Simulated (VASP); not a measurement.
Given:

```xyz
1
Lattice="0.0000 1.9600 1.9600 1.9600 0.0000 1.9600 1.9600 1.9600 0.0000" Properties=species:S:1:pos:R:3 pbc="T T T"
Pt     0.0000     0.0000     0.0000
```

All values below come from r2SCAN meta-GGA, VASP's PBE PAW potentials (set 64) (plane waves; VASP). Numerical set-up: 400 eV cut-off, 14×14×14 Γ-centred mesh, first-order Methfessel-Paxton smearing of 0.10 eV, potentials Pt.

Question: The ions, cell shape and volume are relaxed. Predict the relaxed structure.

Answer: 
```xyz
1
Lattice="0.0000 1.9711 1.9711 1.9711 0.0000 1.9711 1.9711 1.9711 0.0000" Properties=species:S:1:pos:R:3 pbc="T T T"
Pt     0.0000     0.0000     0.0000
```
Space group Fm-3m (225), at a tolerance of 0.03 Å.

Question: How do energy and volume change from the first to the last step?

Answer: The energy (σ→0) changes by -3.7 meV/atom and the volume by +1.7 %, in 3 ionic steps.

| step | E(σ→0) (eV) | max force (eV/Å) | pressure (GPa) | volume (Å³) |
|---|---|---|---|---|
| 1 | -51.5051 | 0.000 | 4.89 | 15.06 |
| 2 | -51.4785 | 0.000 | -11.87 | 16.08 |
| 3 | -51.5089 | 0.000 | -0.07 | 15.32 |

The compound is Pt in the fcc structure. This run relaxes it. Symmetry was kept, so distortions that lower it aren't found.
